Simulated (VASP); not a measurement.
These are PBEsol GGA, VASP's PBE PAW potentials (set 64) (plane waves; VASP 6.6.1) values and carry that method's errors.

The input files of a VASP run:

POSCAR:
```
PbO
1
    3.9897209467     0.0000000000     0.0000000000
    0.0000000000     3.9897209467     0.0000000000
    0.0000000000    -0.0000000000     5.0319030167
Pb O
2 2
Direct
  0.5000000000   0.0000000000   0.7642971502
  0.0000000000   0.5000000000   0.2357028498
  0.5000000000   0.5000000000   1.0000000000
  0.0000000000   0.0000000000   0.0000000000
```

### KPOINTS
```
Automatic mesh
0
Gamma
5 5 4
0 0 0
```

**INCAR**
```
SYSTEM=PbO
PREC=Accurate; ENCUT=520; LREAL=.FALSE.
LASPH=.TRUE.
EDIFF=1E-6; NELM=100; ALGO=Normal
LMAXMIX=4
ISMEAR=0; SIGMA=0.05
GGA=PS
IBRION=2; NSW=60; ISIF=3
EDIFFG=-0.02
LWAVE=.FALSE.; LCHARG=.FALSE.
```

POTCAR, in this order: Pb_d O (PBE.64 set). Program: vasp_std.

Without a dispersion term in the relaxation, distances and binding between the weakly bound layers, chains or molecules are unreliable, and so is what depends on them.

Problem. Estimate the energy per atom (σ→0).

Solution. 
```json
{
  "energy per atom (σ→0)": "-5719 meV/atom"
}
```

**OSZICAR**
```
...
DAV:   9    -0.228723847294E+02    0.36895E-01   -0.19858E-01  1360   0.382E+00    0.262E-01
DAV:  10    -0.228741997940E+02   -0.18151E-02   -0.18568E-02   968   0.803E-01    0.521E-02
DAV:  11    -0.228742997234E+02   -0.99929E-04   -0.13373E-03  1512   0.275E-01    0.774E-02
DAV:  12    -0.228742308391E+02    0.68884E-04   -0.18966E-04  1248   0.158E-01    0.403E-02
DAV:  13    -0.228742168569E+02    0.13982E-04   -0.19738E-04  1368   0.124E-01    0.123E-02
DAV:  14    -0.228742145117E+02    0.23452E-05   -0.27348E-05  1296   0.592E-02    0.131E-03
DAV:  15    -0.228742145157E+02   -0.39827E-08   -0.12956E-06   608   0.151E-02
   1 F= -.22874215E+02 E0= -.22874215E+02  d E =-.228742E+02
```

The compound is PbO in the litharge structure. It was relaxed first. The start is the result of an earlier pass.
